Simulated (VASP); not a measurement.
# LaMg6Nb (Amm2) in VASP: optical spectrum with AM05

Aim: the optical spectrum of LaMg6Nb with AM05.

All numbers are computed with VASP 6.6.1; they aren't measurements. Logs are shortened: lines on timing, memory, paths and dates and some standing lists are left out, and cuts for length are marked.

## (1) The crystal as given

Symmetry: Amm2, No. 38, orthorhombic system. Conventional cell: a = 5.065 Å, b = 6.490 Å, c = 11.546 Å, α = 90.00°, β = 90.00°, γ = 90.00°. Around La (site symmetry mm2) lie 2 Nb at 2.89 Å and 4 Mg at 3.10 to 3.26 Å. Nb (site symmetry mm2) is surrounded by 2 La at 2.89 Å and 8 Mg at 3.23 to 3.25 Å. Mg (site symmetry mm2) has 10 Mg at 3.16 to 3.36 Å and 2 Nb at 3.25 Å as nearest neighbours. Around Mg (site symmetry m) lie 8 Mg at 3.05 to 3.38 Å and 2 Nb at 3.25 to 3.38 Å and 2 La at 3.35 Å. Mg (site symmetry mm2) is surrounded by 10 Mg at 3.16 to 3.45 Å and 2 La at 3.26 Å. Around Mg (site symmetry m) lie 8 Mg at 3.05 to 3.45 Å and 1 La at 3.10 Å and 2 Nb at 3.23 Å.

The cell comes from a database or a generator and needn't be the stable form of this composition.

## (2) Optical spectrum, AM05

INCAR

```
PREC = Accurate
ENCUT = 520
EDIFF = 1E-6
ISMEAR = 0
SIGMA = 0.01
LREAL = F
LASPH = T
NELM = 100
ALGO = Fast
ISIF = 2
LWAVE = F
LCHARG = F
GGA = AM
LOPTICS = T
NBANDS = 66
NEDOS = 1000
CSHIFT = 0.05
```

KPOINTS

```
regular mesh
0
Gamma
  5 5 5
```

POSCAR

```
LaMg6Nb
1.0
    5.0649350000      0.0000000000      0.0000000000
    0.0000000000      3.2452500000      5.7732005000
    0.0000000000     -3.2452500000      5.7732005000
La Nb Mg
1 1 6
Direct
    0.0000000000      0.8073710000      0.8073710000
    0.5000000000      0.6872470000      0.6872470000
    0.5000000000      0.1692830000      0.1692830000
    0.5000000000      0.1879240000      0.6664220000
    0.5000000000      0.6664220000      0.1879240000
    0.0000000000      0.3332840000      0.3332840000
    0.0000000000      0.3381440000      0.8103240000
    0.0000000000      0.8103240000      0.3381440000
```

Potentials or basis: VASP PAW PBE potentials, release 64 (La, Nb_sv, Mg).

Run with:

```bash
$ cat potpaw_PBE.64/La/POTCAR potpaw_PBE.64/Nb_sv/POTCAR potpaw_PBE.64/Mg/POTCAR > POTCAR
$ mpirun -np 1 vasp_std > vasp.out
```

OUTCAR:

```text
PREC = Accurate
   ENCUT = 520
   EDIFF = 1E-6
   ISMEAR = 0
   LREAL = F
   LASPH = T
   NELM = 100
   ISIF = 2
   GGA = AM

 ion  position               nearest neighbor table
   1  0.000  0.807  0.807-   2 2.89   2 2.89   8 3.10   7 3.10   6 3.26   6 3.26   5 3.35   4 3.35
                             4 3.35   5 3.35   7 3.53   8 3.53
   2  0.500  0.687  0.687-   1 2.89   1 2.89   8 3.23   7 3.23   7 3.23   8 3.23   4 3.25   5 3.25
                             3 3.25   3 3.25
   3  0.500  0.169  0.169-   6 3.16   6 3.16   8 3.25   7 3.25   7 3.25   8 3.25   2 3.25   2 3.25
                             5 3.27   4 3.27   4 3.36   5 3.36
   4  0.500  0.188  0.666-   7 3.05   7 3.05   5 3.11   6 3.16   6 3.16   2 3.25   3 3.27   1 3.35
                             1 3.35   3 3.36   5 3.38
   5  0.500  0.666  0.188-   8 3.05   8 3.05   4 3.11   6 3.16   6 3.16   2 3.25   3 3.27   1 3.35
                             1 3.35   3 3.36   4 3.38
   6  0.000  0.333  0.333-   3 3.16   3 3.16   5 3.16   4 3.16   4 3.16   5 3.16   8 3.18   7 3.18
                             1 3.26   1 3.26   8 3.45   7 3.45
   7  0.000  0.338  0.810-   4 3.05   4 3.05   8 3.06   1 3.10   6 3.18   2 3.23   2 3.23   3 3.25
                             3 3.25   8 3.43   6 3.45   1 3.53
   8  0.000  0.810  0.338-   5 3.05   5 3.05   7 3.06   1 3.10   6 3.18   2 3.23   2 3.23   3 3.25
                             3 3.25   7 3.43   6 3.45   1 3.53

  LATTYP: Found a base centered orthorhombic cell.
 ALAT       =     6.4905000000
 B/A-ratio  =     1.7789694168
 C/A-ratio  =     0.7803612973

  Lattice vectors:

 A1 = (   0.0000000000,   3.2452500000,  -5.7732005000)
 A2 = (   0.0000000000,   3.2452500000,   5.7732005000)
 A3 = (   5.0649350000,   0.0000000000,   0.0000000000)

Analysis of symmetry for initial positions (statically):
=====================================================================
 Subroutine PRICEL returns:
 Original cell was already a primitive cell.

 Routine SETGRP: Setting up the symmetry group for a
 base centered orthorhombic supercell.

 Subroutine GETGRP returns: Found  4 space group operations
 (whereof  4 operations were pure point group operations)
 out of a pool of  8 trial point group operations.

The static configuration has the point symmetry C_2v.

Analysis of symmetry for dynamics (positions and initial velocities):
=====================================================================
 Subroutine PRICEL returns:
 Original cell was already a primitive cell.

 Routine SETGRP: Setting up the symmetry group for a
 base centered orthorhombic supercell.

 Subroutine GETGRP returns: Found  4 space group operations
 (whereof  4 operations were pure point group operations)
 out of a pool of  8 trial point group operations.

The dynamic configuration has the point symmetry C_2v.

 Subroutine INISYM returns: Found  4 space group operations
 (whereof  4 operations are pure point group operations),
 and found     1 'primitive' translations

----------------------------------------------------------------------------------------

                                     Primitive cell

  volume of cell :     189.7880

  direct lattice vectors                    reciprocal lattice vectors
     5.064935000  0.000000000  0.000000000     0.197435900  0.000000000  0.000000000
     0.000000000  3.245250000  5.773200500     0.000000000  0.154071335  0.086607073
     0.000000000 -3.245250000  5.773200500     0.000000000 -0.154071335  0.086607073

  length of vectors
     5.064935000  6.622800886  6.622800886     0.197435900  0.176744905  0.176744905

  position of ions in fractional coordinates (direct lattice)
     0.000000000  0.807371000  0.807371000
[... 127 lines left out ...]
 NGX is ok and might be reduce to    40
   NGX = 19   NGY = 25   NGZ = 25

 number of electron      35.9999999 magnetization

 Free energy of the ion-electron system (eV)
  ---------------------------------------------------
  ext. energy  EPLUGINS =         0.00000000
  ---------------------------------------------------
  free energy    TOTEN  =       -23.97211719 eV

  energy without entropy =      -23.97152580  energy(sigma->0) =      -23.97182150

 E-fermi :   4.2392     XC(G=0):  -9.1780

 val. band max:        4.2347844666   @ k =   0.2000   0.0000   0.0000
 cond. band min:       4.2451061511   @ k =   0.2000   0.4000   0.4000
 fundamental gap:      0.0103216845
 Fermi energy:         4.2392034519

 k-point     1 :       0.0000    0.0000    0.0000
  band No.  band energies     occupation
      1     -50.3764      2.00000
      2     -27.8037      2.00000
      3     -26.5129      2.00000
      4     -26.4848      2.00000
      5     -26.4782      2.00000
      6     -11.6942      2.00000
[... 781 lines left out ...]
     29       7.0488      0.00000
     30       7.4492      0.00000

 [... further k-points ...]

 [bands above 30 left out]

------------------------ aborting loop because EDIFF is reached ----------------------------------------

  FORCE on cell =-STRESS in cart. coord.  units (eV):
  Direction    XX          YY          ZZ          XY          YZ          ZX
  --------------------------------------------------------------------------------------
  -------------------------------------------------------------------------------------
  Total       -1.9902496     -1.5629579     -1.6790418      0.0000000      0.0000000      0.0000000
  in kB      -16.8015541    -13.1943858    -14.1743588      0.0000000      0.0000000      0.0000000
  external PRESSURE =     -14.7234329 kB  Pullay stress =       0.0000000 kB

 VOLUME and BASIS-vectors are now :
 -----------------------------------------------------------------------------
  energy-cutoff  :      520.00
  volume of cell :      189.79
      direct lattice vectors                 reciprocal lattice vectors
     5.064935000  0.000000000  0.000000000     0.197435900  0.000000000  0.000000000
     0.000000000  3.245250000  5.773200500     0.000000000  0.154071335  0.086607073
     0.000000000 -3.245250000  5.773200500     0.000000000 -0.154071335  0.086607073

 POSITION                                       TOTAL-FORCE (eV/Angst)
 -----------------------------------------------------------------------------------
      0.00000      0.00000      9.32223         0.000000      0.000000     -0.299052
      2.53247      0.00000      7.93523         0.000000      0.000000      0.228022
      2.53247      0.00000      1.95461         0.000000      0.000000      0.114239
      2.53247     -1.55285      4.93231         0.000000     -0.059250      0.026883
      2.53247      1.55285      4.93231         0.000000      0.059250      0.026883
      0.00000      0.00000      3.84823         0.000000      0.000000     -0.094651
      0.00000     -1.53234      6.63034         0.000000     -0.019366     -0.001162
      0.00000      1.53234      6.63034         0.000000      0.019366     -0.001162
 -----------------------------------------------------------------------------------
    total drift:                                0.000000      0.000000     -0.001230

  FREE ENERGIE OF THE ION-ELECTRON SYSTEM (eV)
  ---------------------------------------------------
  free  energy   TOTEN  =       -23.9721171889 eV

  energy  without entropy=      -23.9715258031  energy(sigma->0) =      -23.97182150

 electrical conductivity sigma (Mega S m-1) (frequency dependency in vasprun.xml)
  --------------------------------------------------------------------------------------
       0.086       0.000       0.000
       0.000       0.013       0.000
       0.000       0.000       0.008

  frequency dependent IMAGINARY DIELECTRIC FUNCTION (independent particle, no local field effects) density-density
     E(ev)      X         Y         Z        XY        YZ        ZX
  --------------------------------------------------------------------------------------------------------------
     0.00000     0.00000     0.00000     0.00000     0.00000     0.00000     0.00000
     0.85000    65.01227    24.50768    76.80084     0.00000     0.00000     0.00000
     1.69999    23.56602    14.84958    21.56403     0.00000     0.00000     0.00000
     2.54999    18.69263    20.58599    18.84713     0.00000     0.00000     0.00000
     3.39999     4.17489     7.41792     5.94896     0.00000     0.00000     0.00000
     4.24998     4.81513     4.95238     5.78211     0.00000     0.00000     0.00000
[... 92 lines left out ...]
    83.29967     0.00000     0.00000     0.00000     0.00000     0.00000     0.00000
    84.14967     0.00000     0.00000     0.00000     0.00000     0.00000     0.00000

  frequency dependent      REAL DIELECTRIC FUNCTION (independent particle, no local field effects) density-density
     E(ev)        X           Y           Z          XY          YZ          ZX
  --------------------------------------------------------------------------------------------------------------
     0.00000   171.16028   229.08932   144.78822     0.00000     0.00000     0.00000
     0.85000    10.52856   -13.36349     2.35551     0.00000     0.00000     0.00000
     1.69999     1.88061     0.28705   -11.37024     0.00000     0.00000     0.00000
     2.54999   -15.15728    -7.01165    -8.14683     0.00000     0.00000     0.00000
     3.39999    -7.39747    -8.89855    -6.74092     0.00000     0.00000     0.00000
     4.24998    -4.30499    -5.41019    -3.73996     0.00000     0.00000     0.00000
[... 92 lines left out ...]
    83.29967     0.97035     0.96814     0.96838     0.00000     0.00000     0.00000
    84.14967     0.97097     0.96881     0.96905     0.00000     0.00000     0.00000

  frequency dependent IMAGINARY DIELECTRIC FUNCTION (independent particle, no local field effects) current-current
     E(ev)      X         Y         Z        XY        YZ        ZX
  --------------------------------------------------------------------------------------------------------------
     0.00000     0.00000    77.73948     0.00000     0.00000     0.00000     0.00000
     0.85000    64.79862    24.55194    74.74661     0.00000     0.00000     0.00000
     1.69999    23.84063    15.00282    21.35629     0.00000     0.00000     0.00000
     2.54999    18.60220    20.53732    18.88168     0.00000     0.00000     0.00000
     3.39999     4.15690     7.42715     5.93374     0.00000     0.00000     0.00000
     4.24998     4.82839     4.94737     5.79436     0.00000     0.00000     0.00000
[... 92 lines left out ...]
    83.29967     0.00000     0.00000    -0.00000     0.00000     0.00000     0.00000
    84.14967     0.00000     0.00000    -0.00000     0.00000     0.00000     0.00000

  frequency dependent      REAL DIELECTRIC FUNCTION (independent particle, no local field effects) current-current
     E(ev)        X           Y           Z          XY          YZ          ZX
  --------------------------------------------------------------------------------------------------------------
     0.00000   147.57109   135.75761   133.07296     0.00000     0.00000     0.00000
     0.85000     4.50132   -17.64198    -4.98776     0.00000     0.00000     0.00000
     1.69999     0.35218    -0.91440   -12.82459     0.00000     0.00000     0.00000
     2.54999   -15.89319    -7.71615    -8.83193     0.00000     0.00000     0.00000
     3.39999    -7.53897    -9.09023    -6.90953     0.00000     0.00000     0.00000
     4.24998    -4.40923    -5.48405    -3.86387     0.00000     0.00000     0.00000
[... 92 lines left out ...]
    83.29967     0.97043     0.96825     0.96844     0.00000     0.00000     0.00000
    84.14967     0.97105     0.96892     0.96910     0.00000     0.00000     0.00000
```

It took 7.6 min on 1 thread of Intel Xeon 6975P-C (Granite Rapids), shared host; peak memory 0.72 GiB.

Results:

| Item | Value |
| --- | --- |
| Free energy | -23.9721 eV |
| Pressure | -1.5 GPa |
| Largest force | 0.299 eV/Å |
| Band gap on the k mesh | none (metal or under the smearing width) |

Forces on the atoms (eV/Å):
```
La   0.000  0.000 -0.299
Nb   0.000  0.000  0.228
Mg   0.000  0.000  0.114
Mg   0.000 -0.059  0.027
Mg   0.000  0.059  0.027
Mg   0.000  0.000 -0.095
Mg   0.000 -0.019 -0.001
Mg   0.000  0.019 -0.001
```

Stress tensor (GPa, compression positive):
```
-1.68  0.00  0.00
 0.00 -1.32  0.00
 0.00  0.00 -1.42
```

Dielectric function (mean over the directions given):
| energy (eV) | real part | imaginary part |
| --- | --- | --- |
| 0.26 | 92.69 | 254.92 |
| 0.94 | 3.26 | 29.52 |
| 1.61 | -1.63 | 40.72 |
| 2.29 | -7.56 | 11.91 |
| 2.98 | -8.84 | 11.09 |
| 3.65 | -5.94 | 5.77 |
| 4.33 | -4.33 | 5.15 |
| 5.01 | -4.38 | 2.33 |
| 5.70 | -3.19 | 1.56 |
| 6.38 | -2.47 | 1.53 |
| 7.05 | -1.81 | 1.02 |
| 7.74 | -1.29 | 0.51 |
| 8.41 | -0.85 | 0.40 |
| 9.10 | -0.57 | 0.45 |
| 9.78 | -0.34 | 0.42 |
| 10.46 | -0.15 | 0.37 |
| 11.13 | -0.01 | 0.28 |
| 11.81 | 0.13 | 0.25 |
| 12.49 | 0.25 | 0.13 |
| 13.17 | 0.33 | 0.12 |
| 13.85 | 0.46 | 0.15 |
| 14.53 | 0.52 | 0.19 |
| 15.21 | 0.66 | 0.15 |
| 15.89 | 1.02 | 0.31 |
| 16.57 | 0.68 | 0.73 |
| 17.25 | 0.57 | 0.49 |
| 17.93 | 0.42 | 0.38 |
| 18.61 | 0.53 | 0.37 |
| 19.29 | 0.66 | 0.29 |
| 19.97 | 0.65 | 0.28 |

Caveat: spectra need much finer meshes, so this one isn't converged; independent-particle spectra lack excitons; the intraband (Drude) part of a metal's response may be missing; the PAW data sets were made with another functional, which shifts forces and pressure a little.
